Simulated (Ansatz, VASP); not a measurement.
**NaMg3O4: VASP beside Ansatz**

File INCAR:

```
SYSTEM = NaMg3O4
PREC = Accurate
ENCUT = 520
EDIFF = 1E-7
ISMEAR = -5
SIGMA = 0.05
LREAL = .FALSE.
LASPH = .TRUE.
NELM = 80
ALGO = Normal
ISIF = 2
LWAVE = .FALSE.
LCHARG = .TRUE.
GGA = PE
IVDW = 12
LELF = .TRUE.
LVHAR = .TRUE.
NBANDS = 28
```

The input KPOINTS:

```
regular mesh
0
G
  6 6 6
  0 0 0
```

Contents of POSCAR:

```
NaMg3O4
1.0
    4.2648765963      0.0000000000      0.0000000000
    0.0000000000      4.2648765963      0.0000000000
    0.0000000000      0.0000000000      4.2648765963
Mg Na O
3 1 4
Direct
    0.5000000000      0.5000000000      0.0000000000
    0.0000000000      0.5000000000      0.5000000000
    0.5000000000      0.0000000000      0.5000000000
    0.0000000000      0.0000000000      0.0000000000
    0.0000000000      0.5000000000      0.0000000000
    0.5000000000      0.0000000000      0.0000000000
    0.0000000000      0.0000000000      0.5000000000
    0.5000000000      0.5000000000      0.5000000000
```

input.yaml

```yaml
crystal:
  lattice:
    - [4.2648765963, 0.0, 0.0]
    - [0.0, 4.2648765963, 0.0]
    - [0.0, 0.0, 4.2648765963]
  atoms:
    - { symbol: Mg, position: [0.5, 0.5, 0.0] }
    - { symbol: Mg, position: [0.0, 0.5, 0.5] }
    - { symbol: Mg, position: [0.5, 0.0, 0.5] }
    - { symbol: Na, position: [0.0, 0.0, 0.0] }
    - { symbol: O, position: [0.0, 0.5, 0.0] }
    - { symbol: O, position: [0.5, 0.0, 0.0] }
    - { symbol: O, position: [0.0, 0.0, 0.5] }
    - { symbol: O, position: [0.5, 0.5, 0.5] }
hamiltonian:
  xc: pbe
  pseudopotentials: { kind: paw }
  dispersion: d3bj
kpoints:
  mp_grid: { grid: [6, 6, 6] }
scf:
  occupations: { method: tetrahedron }
output:
  forces: true
  stress: true
```

The cell comes from a database or a generator and needn't be the stable form of this composition.

Alike in both runs: task single point; functional PBE; dispersion D3(BJ); k mesh 6 × 6 × 6; occupations tetrahedron; no spin polarisation.

|  | VASP | Ansatz |
| --- | --- | --- |
| version | VASP 6.6.1 | Ansatz 0.2.0 |
| potentials or method | VASP PAW PBE potentials, release 64 (Mg, Na_pv, O) | Ansatz PAW |
| plane-wave cutoff (eV) | 520 | 420 |
| valence electrons in the cell | 37 | 63 |

```tsv
	VASP	Ansatz	Ansatz less VASP
gap on the k mesh at the Fermi level (eV)	none	none	-
pressure (GPa)	2.2	2.6	+0.38
dispersion energy (meV/atom)	-272.3	-272.4	-0.06
```

A gap of «none» marks a metal or a gap that the smearing closes. The two sets of potentials don't hold the same shells in valence.

Caveats: an odd number of electrons without spin polarisation forces a metal; a magnetic or distorted state may lie lower; pairwise dispersion overbinds metals, which lowers pressure and volume; tetrahedron occupations give inexact forces and stress in metals (VASP); the pressure holds a Pulay correction of +0.6 GPa for the finite cutoff (Ansatz); with tetrahedron occupations forces and stress needn't match the slope of the energy (Ansatz).
